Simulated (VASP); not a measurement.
Method: r2SCAN meta-GGA, VASP's PBE PAW potentials (set 64) (plane waves; VASP).

VASP input:

### INCAR
```
! general
SYSTEM   =  Au
PREC     =  Accurate
ENCUT    =  480
LREAL    =  .False.
LASPH    =  .True.

! electronic loop
EDIFF    =  1E-7
NELM     =  100
ALGO     =  Normal
LMAXMIX  =  6
LMIXTAU  =  .True.

! smearing
ISMEAR   =  1
SIGMA    =  0.1

! functional
METAGGA  =  R2SCAN

! ions
ISIF     =  2

! output
LWAVE    =  .False.
LCHARG   =  .False.
```

File POSCAR:
```
Au
1
    0.0000000000     2.0523703655     2.0523703655
    2.0523703655     0.0000000000     2.0523703655
    2.0523703655     2.0523703655     0.0000000000
Au
1
Direct
  0.0000000000   0.0000000000   0.0000000000
```

### KPOINTS
```
Automatic mesh
0
Gamma
  14 14 14
0 0 0
```

POTCAR, in this order: Au (PBE.64 set). Program: vasp_std.

The run wrote:

File OUTCAR:
```
 ion  position               nearest neighbor table
   1  0.000  0.000  0.000-
  LATTYP: Found a face centered cubic cell.
 ALAT       =     4.1047407310
 Subroutine PRICEL returns:
 Original cell was already a primitive cell.
 Subroutine GETGRP returns: Found 48 space group operations
The static configuration has the point symmetry O_h .
The dynamic configuration has the point symmetry O_h .
 Subroutine INISYM returns: Found 48 space group operations
 Subroutine IBZKPT returns following result:
 Found    104 irreducible k-points:

 Following reciprocal coordinates:
            Coordinates               Weight
  0.000000  0.000000  0.000000      1.000000
  0.071429  0.000000  0.000000      8.000000
  0.142857  0.000000  0.000000      8.000000
  0.214286  0.000000  0.000000      8.000000
  0.285714  0.000000  0.000000      8.000000
  0.357143  0.000000  0.000000      8.000000
  0.428571  0.000000  0.000000      8.000000
  0.500000  0.000000  0.000000      4.000000
  0.071429  0.071429  0.000000      6.000000
  0.142857  0.071429  0.000000     24.000000
...
```

### OSZICAR
```
       N       E                     dE             d eps       ncg     rms          rms(c)
DAV:   1    -0.957224793053E+01   -0.95722E+01   -0.56824E+03  2040   0.104E+03
DAV:   2    -0.542079760984E+02   -0.44636E+02   -0.41807E+02  1954   0.197E+02
DAV:   3    -0.545661229974E+02   -0.35815E+00   -0.35792E+00  2252   0.190E+01
DAV:   4    -0.545672360406E+02   -0.11130E-02   -0.11130E-02  2161   0.107E+00
DAV:   5    -0.545672449373E+02   -0.88967E-05   -0.88975E-05  2086   0.899E-02    0.936E+00
DAV:   6    -0.502665490351E+02    0.43007E+01   -0.51323E+00  1911   0.222E+01    0.669E+00
DAV:   7    -0.505426492674E+02   -0.27610E+00   -0.45244E-01  1881   0.499E+00    0.412E+00
DAV:   8    -0.505701631652E+02   -0.27514E-01   -0.94438E-02  1919   0.230E+00    0.479E-01
DAV:   9    -0.505897182509E+02   -0.19555E-01   -0.19501E-02  1931   0.109E+00    0.594E-02
DAV:  10    -0.505900765414E+02   -0.35829E-03   -0.17640E-03  1934   0.384E-01    0.590E-02
DAV:  11    -0.505904057907E+02   -0.32925E-03   -0.62686E-04  2031   0.219E-01    0.334E-02
DAV:  12    -0.505904810525E+02   -0.75262E-04   -0.60747E-05  1916   0.774E-02    0.148E-02
DAV:  13    -0.505905129682E+02   -0.31916E-04   -0.41077E-05  2031   0.616E-02    0.156E-03
DAV:  14    -0.505905142021E+02   -0.12340E-05   -0.61556E-06  2040   0.183E-02    0.362E-03
DAV:  15    -0.505905142918E+02   -0.89670E-07   -0.45742E-07  1902   0.747E-03
   1 F= -.50590514E+02 E0= -.50590713E+02  d E =0.596776E-03
```

OUTCAR:
```
------------------------ aborting loop because EDIFF is reached ----------------------------------------
  FORCE on cell =-STRESS in cart. coord.  units (eV):
  Direction    XX          YY          ZZ          XY          YZ          ZX
  --------------------------------------------------------------------------------------
  Total        0.2650646      0.2650646      0.2650646     -0.0000000     -0.0000000      0.0000000
  in kB       24.5620777     24.5620777     24.5620777     -0.0000000     -0.0000000      0.0000000
  external PRESSURE =      24.5620777 kB  Pullay stress =       0.0000000 kB
  volume of cell :       17.29
      direct lattice vectors                 reciprocal lattice vectors
     0.000000000  2.052370365  2.052370365    -0.243620746  0.243620746  0.243620746
     2.052370365  0.000000000  2.052370365     0.243620746 -0.243620746  0.243620746
     2.052370365  2.052370365  0.000000000     0.243620746  0.243620746 -0.243620746
 POSITION                                       TOTAL-FORCE (eV/Angst)
 -----------------------------------------------------------------------------------
      0.00000      0.00000      0.00000        -0.000000      0.000000     -0.000000
 -----------------------------------------------------------------------------------
    total drift:                               -0.000000      0.000000      0.000000
  FREE ENERGIE OF THE ION-ELECTRON SYSTEM (eV)
  ---------------------------------------------------
  free  energy   TOTEN  =       -50.5905142918 eV

  energy  without entropy=      -50.5911110676  energy(sigma->0) =      -50.59071322
```
(Selected blocks of OUTCAR.)

The compound is Au in the fcc structure. This cell was strained or had an atom moved on purpose.
